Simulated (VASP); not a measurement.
A convergence study with VASP on NiO (space group no. 225 when undisturbed): one setting is varied, all else stays as given below, so the limit is that of these other settings. One atom is moved off its site, so that forces are finite.

```
NiO
1.0
    4.15910     2.07955     2.07955
    2.07955     4.15910     2.07955
    2.07955     2.07955     4.15910
Ni O
2 2
Direct
  0.00347   0.00347   0.00347
  0.50000   0.50000   0.50000
  0.25000   0.25000   0.25000
  0.75000   0.75000   0.75000
```
Starting moments (μB, in the order of the record's atoms Ni Ni O O): 2.0 -2.0 0.0 0.0.

Method: PBEsol GGA, VASP's PBE PAW potentials (set 64) (plane waves; VASP). The tightest run used: 400 eV cut-off, 14×14×14 Γ-centred mesh, Fermi-Dirac smearing of 0.010 eV, potentials Ni O.

Gaps are read on the run's mesh, which can miss a band edge.

The settings run are 2×2×2 mesh; 3×3×3 mesh; 4×4×4 mesh; 5×5×5 mesh; 6×6×6 mesh; 7×7×7 mesh; 8×8×8 mesh; 9×9×9 mesh; 11×11×11 mesh; 12×12×12 mesh; 14×14×14 mesh. From which on does the energy per atom stay within 0.002 eV/atom of the tightest run?

From 6×6×6 mesh on: it is off by 0.0008 there and by no more than 0.002 in any finer run, while 5×5×5 mesh is off by 0.0028.
| setting | E (eV/atom) | pressure (GPa) | largest force (eV/Å) | gap on the mesh (eV) | irreducible k-points | difference judged (eV/atom) |
|---|---|---|---|---|---|---|
| 2×2×2 mesh | -6.2561 | -12.35 | 0.555 | 1.333 | 4 | 0.0694 |
| 3×3×3 mesh | -6.3299 | -12.54 | 0.475 | 1.132 | 6 | 0.0044 |
| 4×4×4 mesh | -6.3143 | -11.52 | 0.472 | 0.745 | 13 | 0.0111 |
| 5×5×5 mesh | -6.3227 | -11.94 | 0.500 | 0.799 | 19 | 0.0028 |
| 6×6×6 mesh | -6.3263 | -12.01 | 0.500 | 0.800 | 32 | 0.0008 |
| 7×7×7 mesh | -6.3255 | -11.99 | 0.497 | 0.840 | 44 | 0.0000 |
| 8×8×8 mesh | -6.3256 | -11.96 | 0.497 | 0.724 | 65 | 0.0001 |
| 9×9×9 mesh | -6.3253 | -11.96 | 0.497 | 0.725 | 85 | 0.0001 |
| 11×11×11 mesh | -6.3255 | -11.99 | 0.497 | 0.749 | 146 | 0.0000 |
| 12×12×12 mesh | -6.3255 | -11.96 | 0.497 | 0.720 | 189 | 0.0000 |
| 14×14×14 mesh | -6.3255 | -11.96 | 0.497 | 0.703 | 288 | 0.0000 |

Left out are rungs that failed or repeat a setting and relaxations that didn't move; long series are thinned to 24 rows.

The structure is a typed NiO crystal (space group no. 225). The cell was not relaxed at this level, it is distorted from the ideal structure. The spin order is the one that the start imposed; others were not tried in this run.
